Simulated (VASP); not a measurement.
Input:

```xyz
2
Lattice="2.9261 0.0000 0.0000 -1.4631 2.5341 0.0000 0.0000 0.0000 2.8733" Properties=species:S:1:pos:R:3 pbc="T T T"
N      0.0000     0.0000     0.0000
Ta     0.0000     1.6894     1.4366
```

The numbers are results of PBEsol GGA with spin-orbit coupling, VASP's PBE PAW potentials (set 64) (plane waves; VASP), not measurements. Settings: 520 eV cut-off, 13×13×11 Γ-centred mesh, Gaussian smearing of 0.050 eV, potentials N Ta_pv.

### Question
The job: TaN (space group P-6m2), 2 atoms, PBEsol+SOC, static run, 520 eV, 13×13×11 Γ-centred mesh. Roughly how much core time does it take on a busy server core?

### Answer
About 2 core-minutes (one run on a shared machine, a rough figure). It had 210 irreducible k-points, 24 bands, up to 1198 plane waves and 13 electronic steps.

The structure comes from a measured TaN entry (P-6m2) of the Crystallography Open Database, whose conditions weren't checked. It was relaxed first.
